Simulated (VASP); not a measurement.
Take BP (zinc blende), without spin-orbit terms, in VASP with PAW potentials, and its band gap.

One run gives 1.42 eV. Which level is it?
A) PBE (own cell)
B) PBE-D4 (own cell)
C) optB88-vdW (own cell)
D) Hartree-Fock (PBE cell)

C, optB88-vdW (own cell).  The others give 1.25 (PBE (own cell)), 7.88 (Hartree-Fock (PBE cell)), 1.20 (PBE-D4 (own cell)).

Only levels that ran to the end are used. Left out are those held back, those with too coarse a band path, GW runs whose mesh misses a band edge, hybrids' fits of cells that aren't cubic and levels without matching references; a question may draw on a part of the rest.

The compound is BP in the zinc blende structure.
